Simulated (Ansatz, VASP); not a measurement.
# ZrB2: VASP beside Ansatz, part 2 of 2

One calculation is typed for both programs; each brings its own data sets. How far apart do they land? Of the first pair: The cell is taken from a series of runs on this material, whose earlier steps may have relaxed, scaled, displaced or heated it; both programs get it as it stands.

VASP 6.6.1 and Ansatz 0.2.0.

So far: Set-up; VASP: relaxation of cell and atoms, PBEsol; Ansatz: relaxation of cell and atoms, PBEsol; Side by side.

### Step 5. Ansatz: relaxation, PBEsol

Level of this step: Ansatz beside VASP: Kohn-Sham DFT, plane waves, PBEsol (Ansatz).

This run makes the geometry at which the two programs are then compared.

The structure compared here is the end of the Ansatz relaxation.

File input.yaml:

```yaml
crystal:
  lattice:
    - [3.1862864592, 0.0, 0.0]
    - [-1.5931432296, 2.7594050174, 0.0]
    - [0.0, 0.0, 3.5074356982]
  atoms:
    - { symbol: B, position: [0.3333333333, 0.6666666667, 0.5] }
    - { symbol: B, position: [0.6666666667, 0.3333333333, 0.5] }
    - { symbol: Zr, position: [0.0, 0.0, 0.0] }
kpoints:
  mp_grid: { grid: [15, 15, 12] }
hamiltonian:
  xc: pbesol
  pseudopotentials: { kind: paw, azcp: { folder: soft_1 }, xc_functional: pbe }
scf:
  occupations: { method: methfessel_paxton, width: 0.2 }
output:
  forces: true
  stress: true
  eigenvalues: true
relax:
  adjacent_minimum: "off"
  f_tol: 0.001
  max_steps: 60
  cell: { stress_tol: 0.01, fix: [a, b, gamma] }
```

Started as:

```console
$ ansatz run input.yaml --threads 4 --pin off --max-ram 10240MiB --backend cpu --events-out ev --progress --plain --runs-dir out
```

Numbers of over 12 decimals in the logs are rounded to 6 here.

Output:

```text
[...]
Crystal: 3 atoms, lattice volume = 30.838 Å³
Basis set: ecut = 420 eV, 575 PW (Γ), exchange–correlation on 48×48×48 points (8 copies of the dense FFT grid, shifted against one another)
Bands: 13, of which v1, the nominal top of the filled ones, is band 9 counted from 1 (8 counted from 0)
Symmetry: 24 space group operations
[...]
k-points: 189 of 2700
[...]
k-point 188: bands = [... 5 lower, 6.9495, 10.8550, 12.9943, 12.9943, 19.9383, 21.8428, 21.8428, 22.3564]
--- Relaxed structure (4 steps of the walk, 4 accepted, 1 SCFs on fresh bases) ---
[...]
cell:  # Å, volume = 30.6666 Å³
    - [3.186286, 0, 0]
    - [-1.593143, 2.759405, 0]
    - [0, 0, 3.487916]
  atoms:
    - { symbol: B, position: [0.333333, 0.666667, 0.500000] }
    - { symbol: B, position: [0.666667, 0.333333, 0.500000] }
    - { symbol: Zr, position: [0, 0, 0] }
[key lines of the parts left out:]
SCF converged after 6 iterations
Free energy (F): -4437.232250 eV
Fermi energy:    15.704287 eV
P = ⅓ Tr σ = -3.6813 GPa (-36.813 kbar)
```

### Step 6. VASP: single point, PBEsol, pair 2

The same cell, functional, mesh and smearing now go to VASP, with its own data sets.

File INCAR:

```
SYSTEM = ZrB2
PREC = Accurate
ENCUT = 500
EDIFF = 1E-06
NELM = 120
ISMEAR = 1
SIGMA = 0.2
LREAL = .FALSE.
ALGO = Normal
GGA = PS
NBANDS = 15
LASPH = .TRUE.
LORBIT = 11
LWAVE = .FALSE.
LCHARG = .FALSE.
ISIF = 2
GGA_COMPAT = .FALSE.
KPAR = 2
```

File POSCAR:

```
ZrB2
1.0
    3.1862864592      0.0000000000      0.0000000000
   -1.5931432296      2.7594050174      0.0000000000
    0.0000000000      0.0000000000      3.4879161916
B Zr
2 1
Direct
    0.3333333333      0.6666666667      0.5000000000
    0.6666666667      0.3333333333      0.5000000000
    0.0000000000      0.0000000000      0.0000000000
```

File KPOINTS:

```
Automatic mesh
0
Gamma
15 15 12
0 0 0
```

Potentials, in the order of the species: B and Zr_sv (PBE family, release 64).

Started as:

```console
$ mpirun -np 2 vasp_std
```

Output:

```text
[banner, memory and clock lines left out]
running    2 mpi-ranks, on    1 nodes
[...]
[... a notice as in an earlier step ...]

 LDA part: xc-table for (Slater+PW92), standard interpolation
 POSCAR, INCAR and KPOINTS ok, starting setup
[...]
entering main loop
       N       E                     dE             d eps       ncg     rms          rms(c)
DAV:   1     0.995375655862E+02    0.99538E+02   -0.95083E+03  5670   0.116E+03
DAV:   2    -0.246447658107E+02   -0.12418E+03   -0.11953E+03  7238   0.299E+02
DAV:   3    -0.288225859596E+02   -0.41778E+01   -0.41611E+01  9143   0.474E+01
DAV:   4    -0.288784666188E+02   -0.55881E-01   -0.55874E-01  6552   0.519E+00
[...]
DAV:  11    -0.263924989044E+02   -0.43157E-05   -0.52748E-05  8097   0.678E-02    0.121E-02
DAV:  12    -0.263924973970E+02    0.15074E-05   -0.26472E-06  6249   0.120E-02    0.486E-03
DAV:  13    -0.263924972595E+02    0.13753E-06   -0.55477E-07  3304   0.635E-03
   1 F= -.26392497E+02 E0= -.26392655E+02  d E =0.471942E-03
```

OUTCAR, selected parts (step 6):

```text
  Total       -0.9965003     -0.9965003      0.0531451     -0.0000000      0.0000000      0.0000000
  in kB      -52.0621056    -52.0621056      2.7765612     -0.0000000      0.0000000      0.0000000
  external PRESSURE =     -33.7825500 kB  Pullay stress =       0.0000000 kB

 POSITION                                       TOTAL-FORCE (eV/Angst)
 -----------------------------------------------------------------------------------
     -0.00000      1.83960      1.74396         0.000000      0.000000      0.000000
      1.59314      0.91980      1.74396        -0.000000     -0.000000      0.000000
      0.00000      0.00000      0.00000         0.000000     -0.000000      0.000000
 -----------------------------------------------------------------------------------
    total drift:                               -0.000000      0.000000      0.000000

  FREE ENERGIE OF THE ION-ELECTRON SYSTEM (eV)
  ---------------------------------------------------
  free  energy   TOTEN  =       -26.3924972595 eV

  energy  without entropy=      -26.3929692015  energy(sigma->0) =      -26.39265457

[... 1 part as in an earlier step ...]

[... 2 further parts left out ...]
[key lines of the parts left out:]
E-fermi :  10.4610
```

The run ends at a pressure of -3.38 GPa.

### Step 7. Differences

What differs besides the data sets and the points named for the pairs above, as far as they apply: Ansatz's pressure holds a Pulay correction, VASP's none. Total energies have different zeros and are not compared.

Both answers:

```csv
quantity,Ansatz,VASP,difference
pressure (GPa),-3.68,-3.38,-0.30
```

### Step 8. Ansatz: relaxation, PBEsol

This run makes the geometry at which the two programs are then compared. The cell compared in this pair holds 31.10 Å³, against 30.67 Å³ for the pair before.

The structure compared here is the end of the Ansatz relaxation.

input.yaml: that of step 5 with these lines changed.

```diff
@@ -2,5 +2,5 @@
   lattice:
-    - [3.1862864592, 0.0, 0.0]
-    - [-1.5931432296, 2.7594050174, 0.0]
-    - [0.0, 0.0, 3.5074356982]
+    - [3.2178338499, 0.0, 0.0]
+    - [-1.6089169249, 2.7867258592, 0.0]
+    - [0.0, 0.0, 3.4879161916]
   atoms:
```

Started as:

```console
$ ansatz run input.yaml --threads 4 --pin off --max-ram 10240MiB --backend cpu --events-out ev --progress --plain --runs-dir out
```

Output:

```text
[...]
Crystal: 3 atoms, lattice volume = 31.277 Å³
Basis set: ecut = 420 eV, 623 PW (Γ), exchange–correlation on 48×48×48 points (8 copies of the dense FFT grid, shifted against one another)
Bands: 13, of which v1, the nominal top of the filled ones, is band 9 counted from 1 (8 counted from 0)
Symmetry: 24 space group operations
[...]
k-points: 189 of 2700
[...]
--- Relaxed structure (4 steps of the walk, 4 accepted, 1 SCFs on fresh bases) ---
[...]
cell:  # Å, volume = 31.1020 Å³
    - [3.217834, -2.8867522767328716e-11, 0]
    - [-1.608917, 2.786726, 0]
    - [0, 0, 3.468414]
  atoms:
    - { symbol: B, position: [0.333333, 0.666667, 0.500000] }
    - { symbol: B, position: [0.666667, 0.333333, 0.500000] }
    - { symbol: Zr, position: [0, 0, 0] }
[key lines of the parts left out:]
SCF converged after 6 iterations
Free energy (F): -4437.201478 eV
Fermi energy:    15.488830 eV
P = ⅓ Tr σ = -7.0821 GPa (-70.821 kbar)
```

### Step 9. VASP: single point, PBEsol, pair 3

The same cell, functional, mesh and smearing now go to VASP, with its own data sets.

INCAR is that of step 6.

File POSCAR:

```
ZrB2
1.0
    3.2178338499      0.0000000000      0.0000000000
   -1.6089169249      2.7867258592      0.0000000000
    0.0000000000      0.0000000000      3.4684137371
B Zr
2 1
Direct
    0.3333333333      0.6666666667      0.5000000000
    0.6666666667      0.3333333333      0.5000000000
    0.0000000000      0.0000000000      0.0000000000
```

KPOINTS is that of step 6.

Started as:

```console
$ mpirun -np 2 vasp_std
```

Output:

```text
[... set-up lines as in an earlier step ...]
 entering main loop
       N       E                     dE             d eps       ncg     rms          rms(c)
DAV:   1     0.995157799458E+02    0.99516E+02   -0.95271E+03  5670   0.116E+03
DAV:   2    -0.245924502357E+02   -0.12411E+03   -0.11949E+03  7105   0.297E+02
DAV:   3    -0.286975134643E+02   -0.41051E+01   -0.40854E+01  9086   0.471E+01
DAV:   4    -0.287721773794E+02   -0.74664E-01   -0.74652E-01  6531   0.579E+00
[...]
DAV:  11    -0.263628063149E+02   -0.41772E-05   -0.44886E-05  8200   0.626E-02    0.118E-02
DAV:  12    -0.263628049809E+02    0.13340E-05   -0.22879E-06  5934   0.118E-02    0.445E-03
DAV:  13    -0.263628048474E+02    0.13351E-06   -0.53840E-07  3290   0.620E-03
   1 F= -.26362805E+02 E0= -.26362869E+02  d E =0.192672E-03
```

From OUTCAR (step 9):

```text
  Total       -2.0037863     -2.0037863      0.0515980     -0.0000000     -0.0000000      0.0000000
  in kB     -103.2222268   -103.2222268      2.6580005     -0.0000000     -0.0000000      0.0000000
  external PRESSURE =     -67.9288177 kB  Pullay stress =       0.0000000 kB

 POSITION                                       TOTAL-FORCE (eV/Angst)
 -----------------------------------------------------------------------------------
     -0.00000      1.85782      1.73421        -0.000000      0.000000      0.000000
      1.60892      0.92891      1.73421         0.000000      0.000000     -0.000000
      0.00000      0.00000      0.00000        -0.000000      0.000000      0.000000
 -----------------------------------------------------------------------------------
    total drift:                               -0.000000      0.000000      0.000000

  FREE ENERGIE OF THE ION-ELECTRON SYSTEM (eV)
  ---------------------------------------------------
  free  energy   TOTEN  =       -26.3628048474 eV

  energy  without entropy=      -26.3629975197  energy(sigma->0) =      -26.36286907

[... 1 part as in an earlier step ...]

[... 2 further parts left out ...]
[key lines of the parts left out:]
E-fermi :  10.3198
```

The run ends at a pressure of -6.79 GPa.

### Step 10. Comparison

The two programs side by side:

```csv
quantity,Ansatz,VASP,difference
pressure (GPa),-7.08,-6.79,-0.29
```

### Step 11. What came out

```
difference in volume (relaxation of cell and atoms, PBEsol) : -0.13 %
difference in pressure (single point, PBEsol, pair 2)       : -0.30 GPa
difference in pressure (single point, PBEsol, pair 3)       : -0.29 GPa
```

In words: The difference in pressure is -0.30 GPa (single point, PBEsol, pair 2), within the 1 GPa picked in this series as the mark of a large difference. 5 further runs of this series are not shown here. How closely two codes agree says nothing of how well the functional describes the real material.

[Lines on the potential files, build, host, timing and source positions are cut from VASP's logs without a mark.]

[Logs are printed without paths, hosts, clocks, repeated set-up lines and the standing remarks that a program may print on its own settings, such as how far it seeks lower states.]

[Hosts, paths, dates, database ids (printed as entryN), source tags and the programs' standing remarks are cut or masked in the printed files.]
